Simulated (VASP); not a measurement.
# BaTiO3 (tetragonal perovskite): computed properties

Level of theory: LDA (Ceperley-Alder, Perdew-Zunger), VASP's LDA PAW potentials (set 64) (plane waves; VASP 6.6.1).

```json
{
  "space_group": "P4mm (99)",
  "cell": "a = b = 3.9409 Å, c = 4.0043 Å, α = β = γ = 90.00°",
  "volume_per_atom": "12.44 Å^3/atom",
  "band gap (over mesh and band path)": "1.75 eV",
  "smallest direct gap (over mesh and band path)": "2.08 eV",
  "band_edge_character": "indirect, A to Γ",
  "density": "6.23 g/cm³",
  "optical Γ-point spectrum": "84i (×2), 180, 184 (×2), 286, 295, 296 (×2), 478 (×2), 512 cm⁻¹"
}
```

BaTiO3 is modelled in the tetragonal space group P4mm (No. 99), Pearson symbol tP5. Cell: a = b = 3.941 Å, c = 4.004 Å, α = β = γ = 90.00°. Ba on 1a is coordinated by 12 O at 2.768–2.851 Å (cuboctahedral). Ti on 1b is coordinated by 1 O at 1.855 Å and 4 O at 1.974 Å and 1 O at 2.150 Å (octahedral). O1 on 1b is surrounded by 1 Ti at 1.855 Å and 1 Ti at 2.150 Å and 4 Ba at 2.788 Å (octahedral). O2 on 2c is surrounded by 2 Ti at 1.974 Å and 4 Ba at 2.768–2.851 Å (octahedral). (Neighbours: up to the widest gap in distance over summed covalent radii, below 1.35, at either atom; cation-cation and far metal-metal contacts left out.)

Measured: a 3.994 Å at 300 K (computed value off by -1.3 %), c 4.034 Å at 300 K (computed value off by -0.7 %), as given by Wikipedia, Lattice constant (list at 300 K). The calculation is for a static lattice, while the measured a, c hold thermal and zero-point effects, which are part of the difference.  Unless said otherwise, spin-orbit coupling is left out, though it shifts the bands of the heavy elements here.

The compound is BaTiO3 in the tetragonal perovskite structure. It was relaxed first. Symmetry was kept, so distortions that lower it aren't found.
